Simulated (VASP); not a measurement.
A convergence study with VASP on WC (wc): one setting is varied, all else stays as given below, so the limit is that of these other settings. Each run relaxes cell and ions from the cell shown.

```xyz
2
Lattice="1.4550 -2.5201 0.0000 1.4550 2.5201 0.0000 0.0000 0.0000 2.8400" Properties=species:S:1:pos:R:3 pbc="T T T"
W      0.0000     0.0000     0.0000
C      1.4550     0.8400     1.4200
```

The numbers are results of PBE GGA, VASP's PBE PAW potentials (set 64) (plane waves; VASP), not measurements. The tightest run used: 700 eV cut-off, 19×19×17 Γ-centred mesh, first-order Methfessel-Paxton smearing of 0.10 eV, potentials W_sv C.

```
setting     relaxed volume (Å³/atom)  E (eV/atom)  irreducible k-points
----------  ------------------------  -----------  --------------------
2×2×2 mesh                    10.756     -10.8269                     4
3×3×3 mesh                    10.688     -11.0815                     6
4×4×4 mesh                    10.574     -11.1988                    12
```

These are the cheaper rows. Estimate the results at 19×19×17 mesh, and how far the last row shown lies from them.

```json
[
 {"quantity": "relaxed volume (Å³/atom)", "tightest run": "10.549", "last row shown is off by": "0.025"},
 {"quantity": "E (eV/atom)", "tightest run": "-11.2262", "last row shown is off by": "0.0274"}
]
```

Left out are rungs that failed or repeat a setting and relaxations that didn't move; long series are thinned to 24 rows.

The compound is WC in the wc structure.
